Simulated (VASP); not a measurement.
Data:

```
Al3Sc
1.0
    4.10216     0.00000     0.00000
    0.00000     4.10216     0.00000
    0.00000     0.00000     4.10216
Sc Al
1 3
Direct
  0.00000   0.00000   0.00000
  0.00000   0.50000   0.50000
  0.50000   0.00000   0.50000
  0.50000   0.50000   0.00000
```

Calculation: optB88-vdW, VASP's PBE PAW potentials (set 64) (plane waves; VASP 6.6.1). Settings: 520 eV cut-off, 8×8×8 Γ-centred mesh, first-order Methfessel-Paxton smearing of 0.10 eV, potentials Sc_sv Al.

**Question.** Give the energy at these volumes per atom, relative to the lowest: 16.21, 16.73, 17.25, 17.76, 18.28 Å³.

**Answer.** 18.7, 4.5, 0.0, 3.6, 14.1 meV/atom. A third-order Birch-Murnaghan fit gives B0 = 83.7 GPa and B0′ = 4.9.

Measured: a 4.103 Å (computed value off by -0.0 %), as given by A Combined Experimental and First-Principles Based Assessment of Finite-Temperature Thermodynamic Properties of …. The calculation is for a static lattice, while the measured a holds thermal and zero-point effects, which are part of the difference.

The compound is Al3Sc in the L1_2 structure. It was relaxed first.
